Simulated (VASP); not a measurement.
Runs of VASP 6.6.1 on CO. The cell holds a molecule in a box, 2 atoms: a = 11.466 Å, b = 11.966 Å, c = 12.466 Å, α = 90.00°, β = 90.00°, γ = 90.00°. 

```tsv
level	gap on the mesh (eV)	largest force (eV/Å)
RPBE+D3(BJ)	6.98	0.50
r2SCAN+rVV10	(a)	1.01
RPBE	6.98	0.50
optB86b-vdW	6.92	0.13
```

Alike in all rows: task single point; potentials or basis VASP PAW PBE potentials, release 64 (C, O); no spin polarisation; cell as given; k mesh 1 × 1 × 1; cutoff (eV) 400; smearing gaussian 0.01 eV.

Task: Estimate the missing entries.

Result: (a) 7.69.

Caveats: the standard files for N, O and F lose accuracy on very short bonds; the PAW data sets were made with another functional, which shifts forces and pressure a little.

Runs at the PBE level aren't shown here.
